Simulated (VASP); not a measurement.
Energy against volume of PdIn (CsCl type). Method: optB86b-vdW, VASP's PBE PAW potentials (set 64) (plane waves; VASP). Run with 520 eV cut-off, 11×11×11 Γ-centred mesh, first-order Methfessel-Paxton smearing of 0.10 eV, potentials In_d Pd.

```tsv
V (Å³/atom)	E (eV/atom)
17.078	-1.44705
17.606	-1.45241
18.134	-1.44587
18.663	-1.42902
```

Question: Fit these four points and predict the energy of the run at 16.550 Å³/atom.

Answer: A cubic in V^(−2/3), the third-order Birch-Murnaghan form, passes through the four points with V0 = 17.57 Å³/atom and B0 = 121 GPa, and gives -1.4279 eV/atom there. The run gave -1.4268 eV/atom, +1.1 meV/atom from the fit; all five points give B0 = 124 GPa.

The compound is PdIn in the CsCl type structure. It was relaxed first.
